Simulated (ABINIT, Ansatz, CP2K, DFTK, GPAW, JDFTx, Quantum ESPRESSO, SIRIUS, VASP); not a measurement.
ScSi2: 9 runs at one level of theory

```
CELL_PARAMETERS angstrom
3.66000 0.00000 0.00000
-1.83000 3.16965 0.00000
0.00000 0.00000 3.87000
ATOMIC_POSITIONS crystal
Sc 0.00000 0.00000 0.00000
Si 0.66667 0.33333 0.50000
Si 0.33333 0.66667 0.50000
```

Alike in all runs: task single point; functional PBE; k mesh 8 × 8 × 7; occupations fermi-dirac, width 0.05 eV; no spin polarisation; no spin-orbit coupling. Pressure is positive in compression and, in plane waves, holds the error of the finite cutoff.

| program and potentials | plane-wave cutoff (eV) | notes | pressure (GPa) |
| --- | --- | --- | --- |
| CP2K, POTENTIAL_UZH Sc GTH-PBE-q11, Si GTH-PBE-q4; TZVP-MOLOPT-PBE-GTH basis | - | atomic basis | 24.28 |
| GPAW, GPAW PAW data sets (gpaw-data 1.2.1) | 600 | - | 25.50 |
| SIRIUS, PseudoDojo 0.4.1 PBE standard (scalar relativistic) | 1078 | - | 24.89 |
| JDFTx, PseudoDojo-SR-PBE-0.5-standard | 1061 | - | 24.89 |
| Ansatz, all-electron LAPW, scalar-relativistic | - | - | 25.05 |
| Quantum ESPRESSO, SSSP 1.3 efficiency PBE | 816 | - | 25.25 |
| VASP, PBE PAW files Sc_sv, Si, 520 eV | 520 | - | 25.17 |
| DFTK, PseudoDojo SR PBE 0.4.1 standard (PBE) | 1061 | - | ? |
| ABINIT, JTH PAW PBE v2.0 | 408 | - | 25.00 |

Estimate from the other rows what the run with DFTK, PseudoDojo SR PBE 0.4.1 standard (PBE) gave.

Pressure 24.87 GPa. The other rows, which needn't bracket it: pressure 24.28 to 25.50.
